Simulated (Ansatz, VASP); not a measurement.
Ni3Bi: VASP beside Ansatz

INCAR

```
PREC = Accurate
ENCUT = 520
EDIFF = 1E-6
ISMEAR = 0
SIGMA = 0.1
LREAL = False
LASPH = True
NELM = 150
ALGO = Normal
ISIF = 2
LWAVE = False
LCHARG = False
ISPIN = 2
MAGMOM = 0.08 0.08 0.08 0.01
LORBIT = 11
LMAXMIX = 4
GGA = PE
NBANDS = 34
```

The input KPOINTS:

```
regular mesh
0
Gamma
  4 4 4
```

Contents of POSCAR:

```
Ni3Bi
1.0
    3.8220070000      0.0000000000      0.0000000000
    0.0000000000      3.8220070000      0.0000000000
    0.0000000000      0.0000000000      3.8220070000
Ni Bi
3 1
Direct
    0.0000000000      0.5000000000      0.5000000000
    0.5000000000      0.0000000000      0.5000000000
    0.5000000000      0.5000000000      0.0000000000
    0.0000000000      0.0000000000      0.0000000000
```

Input for Ansatz:

```yaml
crystal:
  lattice:
    - [3.822007, 0.0, 0.0]
    - [0.0, 3.822007, 0.0]
    - [0.0, 0.0, 3.822007]
  atoms:
    - { symbol: Ni, position: [0.0, 0.5, 0.5], spin: 0.08 }
    - { symbol: Ni, position: [0.5, 0.0, 0.5], spin: 0.08 }
    - { symbol: Ni, position: [0.5, 0.5, 0.0], spin: 0.08 }
    - { symbol: Bi, position: [0.0, 0.0, 0.0], spin: 0.01 }
basis:
  ecutwfc: "49 Ry"
kpoints:
  mp_grid: { grid: [4, 4, 4] }
hamiltonian:
  xc: pbe
scf:
  occupations: { method: gaussian, width: 0.1 }
  lower_state_search: "off"
  max_iter: 77
output:
  forces: true
  stress: true
  eigenvalues: true
  populations: true
magnetization:
  spin_polarized: true
```

Alike in both runs: task single point; functional PBE; k mesh 4 × 4 × 4; occupations gaussian, width 0.1 eV; collinear spin.

```csv
,VASP,Ansatz
version,VASP 6.6.1,Ansatz 0.2.0
potentials or method,"VASP PAW PBE potentials, release 64 (Ni, Bi_d)","scalar-relativistic, plane waves, PAW"
plane-wave cutoff (eV),520,667
valence electrons in the cell,45,69
```

|  | VASP | Ansatz | Ansatz less VASP |
| --- | --- | --- | --- |
| gap on the k mesh at the Fermi level (eV) | none | none | - |
| pressure (GPa) | 1.6 | 1.4 | -0.15 |
| net moment per atom (μB) | 0.02 | 0.03 | +0.010 |
| size of the moment on the site where the two differ most (μB) | 0.03 | 0.04 | +0.014 |

Site moments also hang on the region over which each program counts them. A gap of «none» marks a metal or a gap that the smearing closes. The two sets of potentials don't hold the same shells in valence.

Caveats: the k mesh is coarse (spacing up to 0.41 Å⁻¹), so the values aren't converged; spin-orbit coupling is left out, which moves the levels of the heavy elements.
